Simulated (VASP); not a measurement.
These are vdW-DF-cx, VASP's PBE PAW potentials (set 64) (plane waves; VASP 6.6.1) values and carry that method's errors.

VASP input:

**INCAR**
```
SYSTEM=MnF2
PREC=Accurate; ENCUT=520; LREAL=F
LASPH=T
EDIFF=1E-6; NELM=100; ALGO=Normal
LMAXMIX=4
ISMEAR=0; SIGMA=0.05
GGA=CX; LUSE_VDW=T; AGGAC=0.0
MAGMOM=5.0 -5.0 4*0.0
ISPIN=2
IBRION=2; NSW=60; ISIF=3
EDIFFG=-0.02
LWAVE=F; LCHARG=F; LORBIT=10
```

File KPOINTS:
```
Automatic
0
Gamma
4 4 6
```

POSCAR:
```
MnF2
1.0
  4.8475729955   0.0000000000   0.0000000000
  0.0000000000   4.8475729955   0.0000000000
  0.0000000000   0.0000000000   3.2880591720
Mn F
2 4
direct
  0.0000000000   1.0000000000   1.0000000000
  0.5000000000   0.5000000000   0.5000000000
  0.3042902355   0.3042902355   0.0000000000
  0.8042902355   0.1957097645   0.5000000000
  0.1957097645   0.8042902355   0.5000000000
  0.6957097645   0.6957097645   1.0000000000
```

POTCAR, in this order: Mn_pv F (PBE.64 set). Program: vasp_std.

### Question
What will the output report for the number of irreducible k-points (NKPTS), largest plane-wave count, number of space-group operations, FFT grid (NGX, NGY, NGZ)?

### Answer

| Quantity | Value |
|---|---|
| number of irreducible k-points (NKPTS) | 24 |
| largest plane-wave count | 2112 |
| number of space-group operations | 16 |
| FFT grid (NGX, NGY, NGZ) | 36 × 36 × 24 |

The compound is MnF2 in the rutile structure. This run relaxes it. Symmetry was kept, so distortions that lower it aren't found.
